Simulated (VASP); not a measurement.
# Al2SiF2 (P1) in VASP: relaxation of cell and atoms with PBE

Aim: the relaxation of cell and atoms of Al2SiF2 with PBE.

Everything below comes from runs of VASP 6.6.1. Logs are shortened: lines on timing, memory, paths and dates and some standing lists are left out, and cuts for length are marked.

### 1 The structure

The typed cell holds 10 atoms: a = 2.849 Å, b = 6.749 Å, c = 8.648 Å, α = 92.50°, β = 91.61°, γ = 98.84°.

The cell was built by a generator and needn't be a form met in nature.

### 2 Relaxation of cell and atoms, PBE

Contents of INCAR:

```
  PREC = Normal
  ENCUT = 520
  EDIFF = 1E-5
  ISMEAR = 0
  SIGMA = 0.15
  LREAL = Auto
  LASPH = True
  NELM = 80
  ALGO = Fast
  ISIF = 3
  LWAVE = False
  LCHARG = False
  GGA = PE
  IBRION = 2
  NSW = 110
  EDIFFG = -0.03
  ISYM = 0
  KPAR = 2
```

Contents of KPOINTS:

```
Automatic mesh
0
Gamma
  8 4 3
```

Contents of POSCAR:

```
Al2SiF2
1.0
    2.8488134200      0.0328143100     -0.0033404300
   -1.1140131400      6.6568482100     -0.0281300000
   -0.2279980300     -0.3842096400      8.6369328500
Al Si F
4 2 4
Direct
    0.9286589500      0.3675338900      0.8294231500
    0.9440775500      0.7586853800      0.7769489900
    0.3296802400      0.1289919900      0.2320420000
    0.1250462700      0.6763776600      0.1067556800
    0.8167902900      0.0281379200      0.9740918900
    0.4617992300      0.4127316600      0.0819143600
    0.3986062800      0.2823792500      0.7077715200
    0.4433330300      0.7984328700      0.6467813100
    0.8659661700      0.1474515700      0.3872310300
    0.1808410000      0.8454908100      0.2837292600
```

Potentials or basis: VASP PAW PBE potentials, release 64 (Al, Si, F).

Run with:

```bash
$ cat potpaw_PBE.64/Al/POTCAR potpaw_PBE.64/Si/POTCAR potpaw_PBE.64/F/POTCAR > POTCAR
$ mpirun -np 2 vasp_std > vasp.out
```

OUTCAR:

```text
PREC = Normal
   ENCUT = 520
   EDIFF = 1E-5
   ISMEAR = 0
   LREAL = Auto
   LASPH = True
   NELM = 80
   ISIF = 3
   GGA = PE
   IBRION = 2
   NSW = 110
   EDIFFG = -0.03
   ISYM = 0

 ion  position               nearest neighbor table
   1  0.929  0.368  0.829-   7 1.82   7 1.87   6 2.60   6 2.62   5 2.64   2 2.69   4 3.09
   2  0.944  0.759  0.777-   8 1.83   8 1.85   5 2.51   1 2.69   4 2.98   5 3.24
   3  0.330  0.129  0.232-   9 1.92  10 1.97   9 1.99   6 2.35   5 2.64   5 2.77   4 3.16
   4  0.125  0.676  0.107-  10 1.86   6 2.15   6 2.39   5 2.92   2 2.98   1 3.09   5 3.12   3 3.16

   5  0.817  0.028  0.974-   2 2.51   3 2.64   1 2.64   3 2.77   4 2.92   6 3.04   6 3.05   4 3.12
                             2 3.24
   6  0.462  0.413  0.082-   4 2.15   3 2.35   4 2.39   1 2.60   1 2.62   5 3.04   5 3.05
   7  0.399  0.282  0.708-   1 1.82   1 1.87
   8  0.443  0.798  0.647-   2 1.83   2 1.85
   9  0.866  0.147  0.387-   3 1.92   3 1.99
  10  0.181  0.845  0.284-   4 1.86   3 1.97

IMPORTANT INFORMATION: All symmetrisations will be switched off!
NOSYMM: (Re-)initialisation of all symmetry stuff for point group C_1.

----------------------------------------------------------------------------------------

                                     Primitive cell

  volume of cell :     164.0705

  direct lattice vectors                    reciprocal lattice vectors
     2.848813420  0.032814310 -0.003340430     0.350361305  0.058682531  0.011859312
    -1.114013140  6.656848210 -0.028130000    -0.001719576  0.149961471  0.006625568
    -0.227998030 -0.384209640  8.636932850     0.000129906  0.000511112  0.115808008

  length of vectors
     2.849004359  6.749477362  8.648480167     0.355439625  0.150117613  0.115809209

  position of ions in fractional coordinates (direct lattice)
     0.928658950  0.367533890  0.829423150
     0.944077550  0.758685380  0.776948990
     0.329680240  0.128991990  0.232042000
     0.125046270  0.676377660  0.106755680
     0.816790290  0.028137920  0.974091890
     0.461799230  0.412731660  0.081914360
     0.398606280  0.282379250  0.707771520
     0.443333030  0.798432870  0.646781310
     0.865966170  0.147451570  0.387231030
     0.180841000  0.845490810  0.283729260

  ion indices of the primitive-cell ions
   primitive index   ion index
                 1           1
                 2           2
                 3           3
                 4           4
                 5           5
                 6           6
                 7           7
                 8           8
                 9           9
                10          10

----------------------------------------------------------------------------------------

 KPOINTS: Automatic mesh

Automatic generation of k-mesh.
 Grid dimensions read from file:
 generate k-points for:    8    4    3

 Generating k-lattice:

  Cartesian coordinates                     Fractional coordinates (reciprocal lattice)
     0.043795163  0.007335316  0.001482414     0.125000000 -0.000000000 -0.000000000
    -0.000429894  0.037490368  0.001656392    -0.000000000  0.250000000  0.000000000
     0.000043302  0.000170371  0.038602669     0.000000000  0.000000000  0.333333333

  Length of vectors
     0.044429953  0.037529403  0.038603070

  Shift w.r.t. Gamma in fractional coordinates (k-lattice)
     0.000000000  0.000000000  0.000000000

 Subroutine IBZKPT returns following result:
 ===========================================

 Found     50 irreducible k-points:

 Following reciprocal coordinates:
            Coordinates               Weight
  0.000000  0.000000  0.000000      1.000000
  0.125000 -0.000000  0.000000      2.000000
  0.250000 -0.000000  0.000000      2.000000
  0.375000 -0.000000  0.000000      2.000000
  0.500000 -0.000000  0.000000      1.000000
 -0.000000  0.250000  0.000000      2.000000
[... 16 lines left out ...]
  0.500000 -0.000000  0.333333      2.000000
 -0.375000 -0.000000  0.333333      2.000000
 [... further k-points ...]
   k-points           NKPTS =     50   k-points in BZ     NKDIM =     50   number of bands    NBANDS=     30
   number of dos      NEDOS =    301   number of ions     NIONS =     10
   total plane-waves  NPLWV =  30720
   dimension x,y,z NGX =    16 NGY =   40 NGZ =   48
   dimension x,y,z NGXF=    32 NGYF=   80 NGZF=   96
   ions per type =               4   2   4
   NGX,Y,Z   is equivalent  to a cutoff of   9.34,  9.85,  9.23 a.u.
   NGXF,Y,Z  is equivalent  to a cutoff of  18.67, 19.70, 18.45 a.u.
 SYSTEM =  unknown system
   PREC   = normal    normal or accurate (medium, high low for compatibility)
   ISTART =      0    job   : 0-new  1-cont  2-samecut
   ICHARG =      2    charge: 1-file 2-atom 10-const
   ISPIN  =      1    spin polarized calculation?
   LNONCOLLINEAR =      F non collinear calculations
   LSORBIT =      F    spin-orbit coupling
   LASPH  =      T    aspherical Exc in radial PAW
   ENCUT  =  520.0 eV  38.22 Ry    6.18 a.u.   5.30 12.55 16.08*2*pi/ulx,y,z
   NELM   =     80;   NELMIN=  2; NELMDL= -5     # of ELM steps
   EDIFF  = 0.1E-04   stopping-criterion for ELM
   LREAL  =      T    real-space projection
   EDIFFG = -.3E-01   stopping-criterion for IOM
   NSW    =    110    number of steps for IOM
   IBRION =      2    ionic relax: 0-MD 1-quasi-New 2-CG
   NFREE  =      1    steps in history (QN), initial steepest desc. (CG)
   ISIF   =      3    stress and relaxation
   ISYM   =      0    0-nonsym 1-usesym 2-fastsym
   POTIM  = 0.5000    time-step for ionic-motion
   TEBEG  =    0.0;   TEEND  =   0.0 temperature during run
   PSTRESS=    0.0 pullay stress
   NELECT =      48.0000    total number of electrons
   NUPDOWN=      -1.0000    fix difference up-down
   EMIN   =  10.00;   EMAX   =-10.00  energy-range for DOS
   EFERMI =   0.00;   METHOD = LEGACY
   ISMEAR =     0;   SIGMA  =   0.15  broadening in eV -4-tet -1-fermi 0-gaus
   EFERMI_NEDOS =   21; number of points for ismear=-14 and -15
   IALGO  =     68    algorithm
   IMIX   =      4    mixing-type and parameters
     AMIX     =   0.40;   BMIX     =  1.00
     AMIX_MAG =   1.60;   BMIX_MAG =  1.00
  volume/ion in A,a.u.               =      16.41       110.72
  Fermi-wavevector in a.u.,A,eV,Ry     =   1.086789  2.053733 16.069972  1.181110
  Thomas-Fermi vector in A             =   2.222933
   LORBIT       =      0    0 simple, 1 ext, 2 COOP (PROOUT), +10 PAW based schemes
   GGA     = PE    functional components
   LHFCALC =     F    Hartree Fock is set to
   AEXX    =    0.0000 exact exchange contribution
   IVDW    =     0    specifies the selected vdW correction
   LEPSILON=     F    determine dielectric tensor
   LRPA    =     F    only Hartree local field effects (RPA)
 conjugate gradient relaxation of ions
 non-spin polarized calculation
 RMM-DIIS sequential band-by-band and
 Gauss-broadening in eV      SIGMA  =   0.15
  energy-cutoff  :      520.00
  volume of cell :      164.07
 maximum number of plane-waves:      4440
   NGX = 11   NGY = 25   NGZ = 33

--------------------------------------- Ionic step        1  -------------------------------------------

 number of electron      47.9999986 magnetization

 Free energy of the ion-electron system (eV)
  ---------------------------------------------------
  ext. energy  EPLUGINS =         0.00000000
  ---------------------------------------------------
  free energy    TOTEN  =       -47.27894765 eV

  energy without entropy =      -47.25541083  energy(sigma->0) =      -47.26717924

------------------------ aborting loop because EDIFF is reached ----------------------------------------

  FORCE on cell =-STRESS in cart. coord.  units (eV):
  Direction    XX          YY          ZZ          XY          YZ          ZX
  --------------------------------------------------------------------------------------
  -------------------------------------------------------------------------------------
  Total        4.3875008      6.8512238     -1.1783344     -2.4542089      0.2019275      0.1461563
  in kB       42.8447269     66.9034202    -11.5066449    -23.9657866      1.9718582      1.4272426
  external PRESSURE =      32.7471674 kB  Pullay stress =       0.0000000 kB
[... 29 lines left out ...]
  energy  without entropy=      -47.2554108312  energy(sigma->0) =      -47.26717924

--------------------------------------- Ionic step        2  -------------------------------------------

 number of electron      48.0000014 magnetization

 E-fermi :   4.7141     XC(G=0):  -8.6821

 val. band max:        4.6179862935   @ k =  -0.0000   0.5000   0.0000
 cond. band min:       4.7259921853   @ k =   0.0000   0.5000   0.3333
 fundamental gap:      0.1080058918
 Fermi energy:         4.7141283858

 k-point     1 :       0.0000    0.0000    0.0000
  band No.  band energies     occupation
      1     -22.3216      2.00000
      2     -21.7931      2.00000
      3     -21.5796      2.00000
      4     -21.2880      2.00000
      5      -6.8553      2.00000
      6      -5.3910      2.00000
[... 781 lines left out ...]
     29       7.5312      0.00000
     30       7.9660      0.00000

 [... further k-points ...]
[... 5 lines left out ...]
  --------------------------------------------------------------------------------------
  -------------------------------------------------------------------------------------
  Total       -2.2325976     -1.7702373      1.8062657      0.8815958      1.0310908      0.2001508
  in kB      -20.7876797    -16.4826504     16.8181101      8.2085242      9.6004696      1.8636006
  external PRESSURE =      -6.8174067 kB  Pullay stress =       0.0000000 kB
[... 69 lines left out ...]
  FREE ENERGIE OF THE ION-ELECTRON SYSTEM (eV)
  ---------------------------------------------------
  free  energy   TOTEN  =       -48.1267848766 eV

  energy  without entropy=      -48.1087911989  energy(sigma->0) =      -48.11778804

[... ionic steps 4 to 24 ...]

--------------------------------------- Ionic step       25  -------------------------------------------

 number of electron      47.9999989 magnetization

------------------------ aborting loop because EDIFF is reached ----------------------------------------

  FORCE on cell =-STRESS in cart. coord.  units (eV):
  Direction    XX          YY          ZZ          XY          YZ          ZX
  --------------------------------------------------------------------------------------
  -------------------------------------------------------------------------------------
  Total       -0.1875489     -0.1559863     -0.1515009      0.0086017     -0.0268114      0.0350139
  in kB       -1.7774071     -1.4782872     -1.4357791      0.0815190     -0.2540923      0.3318277
  external PRESSURE =      -1.5638244 kB  Pullay stress =       0.0000000 kB
[... 73 lines left out ...]
  energy  without entropy=      -48.4354531631  energy(sigma->0) =      -48.44045191

--------------------------------------- Ionic step       27  -------------------------------------------

 number of electron      47.9999992 magnetization

 Free energy of the ion-electron system (eV)
  ---------------------------------------------------
  ext. energy  EPLUGINS =         0.00000000
  ---------------------------------------------------
  free energy    TOTEN  =       -48.44579650 eV

  energy without entropy =      -48.43564904  energy(sigma->0) =      -48.44072277

 E-fermi :   4.6501     XC(G=0):  -8.7434

 val. band max:        4.5536726414   @ k =  -0.2500   0.2500   0.3333
 cond. band min:       4.7260520035   @ k =   0.3750  -0.0000   0.0000
 fundamental gap:      0.1723793622
 Fermi energy:         4.6500590415

 k-point     1 :       0.0000    0.0000    0.0000
  band No.  band energies     occupation
      1     -21.8838      2.00000
      2     -21.6298      2.00000
      3     -21.2675      2.00000
      4     -21.1984      2.00000
      5      -6.8993      2.00000
      6      -4.8692      2.00000
[... 781 lines left out ...]
     29       7.6101      0.00000
     30       8.2463      0.00000

 [... further k-points ...]
[... 5 lines left out ...]
  --------------------------------------------------------------------------------------
  -------------------------------------------------------------------------------------
  Total       -0.0020447     -0.0128645      0.0383083      0.0009642     -0.0176586      0.0172404
  in kB       -0.0193940     -0.1220202      0.3633540      0.0091455     -0.1674913      0.1635250
  external PRESSURE =       0.0739799 kB  Pullay stress =       0.0000000 kB
[... 25 lines left out ...]
  FREE ENERGIE OF THE ION-ELECTRON SYSTEM (eV)
  ---------------------------------------------------
  free  energy   TOTEN  =       -48.4457965026 eV

  energy  without entropy=      -48.4356490431  energy(sigma->0) =      -48.44072277

 reached required accuracy - stopping structural energy minimisation
```

It took 5.8 min on 2 MPI ranks of AMD EPYC 9R45 (Zen 5), shared host; peak memory 0.26 GiB.

What came out:

```yaml
Free_energy: -48.4458 eV
Relaxed_volume: 16.89 Å³/atom
Relaxed_cell: a = 2.904 Å, b = 6.823 Å, c = 8.639 Å, α = 92.34°, β = 89.93°, γ = 98.98°
Space_group_after_relaxing_to_0.05_Å: P1 (No. 1)
Energy_gained_by_relaxing: 116.7 meV/atom
Ionic_steps: 27
Pressure_after_relaxing: 0.0 GPa
Largest_force_after_relaxing: 0.023 eV/Å
Band_gap_on_the_k_mesh: none (metal or under the smearing width)
```

Forces on the atoms (eV/Å):
```
Al   0.001 -0.016 -0.001
Al  -0.017  0.007  0.014
Al  -0.001  0.006 -0.019
Al   0.004 -0.009 -0.010
Si   0.008 -0.004  0.013
Si   0.004  0.000 -0.002
F    0.003  0.013 -0.018
F   -0.007 -0.003  0.016
F    0.001  0.004 -0.001
F    0.003  0.003  0.008
```

Step by step:
| step | energy change (eV) | largest force (eV/Å) | pressure (GPa) | volume (Å³) |
| --- | --- | --- | --- | --- |
| 1 | 0.0000 | 4.6826 | 3.27 | 164.07 |
| 2 | -0.7983 | 2.3195 | -0.68 | 172.07 |
| 3 | -0.8478 | 1.5062 | -0.30 | 170.25 |
| 4 | -1.0284 | 0.6373 | -0.81 | 170.45 |
| 5 | -1.0454 | 0.6126 | -0.93 | 170.55 |
| 6 | -1.1038 | 0.5534 | 0.27 | 168.07 |
| 7 | -1.1078 | 0.6436 | 0.90 | 167.03 |
| 8 | -1.1396 | 0.3196 | -0.09 | 168.21 |
| 9 | -1.1397 | 0.3279 | -0.10 | 168.27 |
| 10 | -1.1533 | 0.1245 | 0.05 | 168.25 |
| 11 | -1.1534 | 0.1531 | 0.06 | 168.24 |
| 12 | -1.1585 | 0.1023 | -0.13 | 168.42 |
| 13 | -1.1590 | 0.1608 | -0.20 | 168.50 |
| 14 | -1.1619 | 0.1199 | 0.20 | 167.98 |
| 15 | -1.1619 | 0.1168 | 0.21 | 167.93 |
| 16 | -1.1639 | 0.0533 | -0.06 | 168.39 |
| 17 | -1.1641 | 0.0697 | -0.01 | 168.59 |
| 18 | -1.1637 | 0.1125 | -0.13 | 168.98 |
| 19 | -1.1642 | 0.0793 | -0.15 | 168.69 |
| 20 | -1.1642 | 0.0754 | -0.06 | 168.64 |
| 21 | -1.1651 | 0.0391 | -0.04 | 168.59 |
| 22 | -1.1653 | 0.0573 | 0.00 | 168.56 |
| 23 | -1.1660 | 0.0361 | 0.07 | 168.52 |
| 24 | -1.1661 | 0.0436 | 0.14 | 168.49 |
| 25 | -1.1665 | 0.0484 | -0.16 | 169.06 |
| 26 | -1.1665 | 0.0338 | -0.03 | 168.88 |
| 27 | -1.1668 | 0.0227 | 0.01 | 168.92 |

Final structure:
```yaml
crystal:
  lattice:
    - [2.90321, 0.03196, 0.03989]
    - [-1.13849, 6.72755, -0.01742]
    - [-0.10367, -0.35309, 8.63104]
  atoms:
    - { symbol: Al, position: [0.93107, 0.36364, 0.83307] }
    - { symbol: Al, position: [0.92846, 0.74766, 0.77316] }
    - { symbol: Al, position: [0.32417, 0.11063, 0.24228] }
    - { symbol: Al, position: [0.13363, 0.72029, 0.09463] }
    - { symbol: Si, position: [0.79869, 0.00907, 0.98277] }
    - { symbol: Si, position: [0.47588, 0.40788, 0.08457] }
    - { symbol: F, position: [0.39253, 0.27802, 0.70696] }
    - { symbol: F, position: [0.45161, 0.81120, 0.64753] }
    - { symbol: F, position: [0.84008, 0.15306, 0.37075] }
    - { symbol: F, position: [0.21867, 0.84478, 0.29097] }
```
